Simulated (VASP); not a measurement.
Computed with PBE GGA, VASP's PBE PAW potentials (set 64) (plane waves; VASP).

VASP input:

INCAR:
```
LWAVE  =  .False.
ISMEAR  =  1   # Methfessel-Paxton
PREC  =  Accurate
LMAXMIX  =  6
SIGMA  =  0.1   # width (eV)
LASPH  =  .True.   # aspherical one-centre terms
LREAL  =  .False.
LCHARG  =  .False.
ENCUT  =  480
ALGO  =  Normal   # blocked Davidson
SYSTEM  =  Au
NELM  =  100
EDIFF  =  1E-7
ISIF  =  2   # forces and stress, cell fixed
GGA  =  PE
```

POSCAR:
```
Au
1
    0.0000000000     2.0357199776     2.0357199776
    2.0357199776     0.0000000000     2.0357199776
    2.0357199776     2.0357199776     0.0000000000
Au
1
Direct
  0.0000000000   0.0000000000   0.0000000000
```

File KPOINTS:
```
Automatic mesh
0
G
  14 14 14
```

POTCAR, in this order: Au (PBE.64 set). Program: vasp_std.

The run wrote:

**OSZICAR**
```
       N       E                     dE             d eps       ncg     rms          rms(c)
DAV:   1     0.408108236570E+02    0.40811E+02   -0.55695E+03  2049   0.102E+03
DAV:   2    -0.312073873346E+01   -0.43932E+02   -0.41222E+02  1955   0.195E+02
DAV:   3    -0.345064292180E+01   -0.32990E+00   -0.32968E+00  2347   0.180E+01
DAV:   4    -0.345138801670E+01   -0.74509E-03   -0.74508E-03  2110   0.867E-01
DAV:   5    -0.345139268698E+01   -0.46703E-05   -0.46706E-05  2130   0.648E-02    0.973E+00
DAV:   6    -0.320847163568E+01    0.24292E+00   -0.76008E-01  1910   0.862E+00    0.613E+00
DAV:   7    -0.318804797631E+01    0.20424E-01   -0.85263E-02  1995   0.286E+00    0.276E+00
DAV:   8    -0.318576917045E+01    0.22788E-02   -0.21955E-03  2004   0.489E-01    0.240E-01
DAV:   9    -0.318575854396E+01    0.10626E-04   -0.66346E-06  2090   0.296E-02    0.153E-02
DAV:  10    -0.318576403663E+01   -0.54927E-05   -0.23798E-06  2090   0.195E-02    0.163E-03
DAV:  11    -0.318576398858E+01    0.48049E-07   -0.36766E-08  1431   0.184E-03
   1 F= -.31857640E+01 E0= -.31859013E+01  d E =0.411851E-03
```

OUTCAR:
```
------------------------ aborting loop because EDIFF is reached ----------------------------------------
  FORCE on cell =-STRESS in cart. coord.  units (eV):
  Direction    XX          YY          ZZ          XY          YZ          ZX
  --------------------------------------------------------------------------------------
  Total        1.0875764      1.0875764      1.0875764     -0.0000000      0.0000000      0.0000000
  in kB      103.2728722    103.2728722    103.2728722     -0.0000000      0.0000000      0.0000000
  external PRESSURE =     103.2728722 kB  Pullay stress =       0.0000000 kB
  volume of cell :       16.87
      direct lattice vectors                 reciprocal lattice vectors
     0.000000000  2.035719978  2.035719978    -0.245613348  0.245613348  0.245613348
     2.035719978  0.000000000  2.035719978     0.245613348 -0.245613348  0.245613348
     2.035719978  2.035719978  0.000000000     0.245613348  0.245613348 -0.245613348
 POSITION                                       TOTAL-FORCE (eV/Angst)
 -----------------------------------------------------------------------------------
      0.00000      0.00000      0.00000         0.000000      0.000000      0.000000
 -----------------------------------------------------------------------------------
    total drift:                               -0.000000      0.000000     -0.000000
  FREE ENERGIE OF THE ION-ELECTRON SYSTEM (eV)
  ---------------------------------------------------
  free  energy   TOTEN  =        -3.1857639886 eV

  energy  without entropy=       -3.1861758398  energy(sigma->0) =       -3.18590127
```
(Selected blocks of OUTCAR.)

The compound is Au in the fcc structure. This cell was strained or had an atom moved on purpose.
